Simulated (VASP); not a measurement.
Here is the system:

```
Fe
1.0
   -1.37526     1.37526     1.37526
    1.37526    -1.37526     1.37526
    1.37526     1.37526    -1.37526
Fe
1
Direct
  0.00000   0.00000   0.00000
```
Starting moments (μB, in the order of the record's atoms Fe): 2.0.

Computed with LDA (Ceperley-Alder, Perdew-Zunger), VASP's LDA PAW potentials (set 64) (plane waves; VASP 6.6.1). Numerical set-up: 520 eV cut-off, 21×21×21 Γ-centred mesh, tetrahedra with Blöchl corrections, potentials Fe.

Problem. Tabulate the total density of states (states/eV per cell) against energy (eV; zero at the valence-band maximum or, without a gap, the Fermi level).

Solution. 
```
E (eV) | DOS (states/eV)
    -9.99 |  0.00
    -9.67 |  0.00
    -9.25 |  0.00
    -8.94 |  0.01
    -8.62 |  0.03
    -8.30 | # 0.05
    -7.88 | # 0.07
    -7.56 | # 0.08
    -7.25 | # 0.09
    -6.93 | # 0.11
    -6.51 | ## 0.13
    -6.19 | ## 0.16
    -5.88 | ## 0.20
    -5.56 | ### 0.28
    -5.14 | ######## 0.65
    -4.82 | ########## 0.84
    -4.50 | ############ 0.98
    -4.19 | ########## 0.86
    -3.77 | ##################### 1.71
    -3.45 | ################### 1.60
    -3.13 | ################# 1.40
    -2.82 | ##################### 1.75
    -2.40 | ################# 1.44
    -2.08 | ################# 1.40
    -1.76 | ################# 1.41
    -1.45 | ######################## 1.96
    -1.02 | ############################# 2.40
    -0.71 | ############################## 2.47
    -0.39 | ############## 1.12
    -0.07 | ############ 1.00
     0.35 | ############## 1.17
     0.66 | ############# 1.09
     0.98 | ################## 1.47
     1.30 | ################### 1.54
     1.72 | ############# 1.03
     2.04 | ########## 0.84
     2.35 | #### 0.37
     2.67 | #### 0.32
     3.09 | #### 0.29
     3.41 | ### 0.28
```
Within 2 eV below the Fermi level the largest weight inside VASP's projection spheres is Fe d.

The compound is Fe in the bcc structure. It was relaxed first, which changed the volume by -12 %.
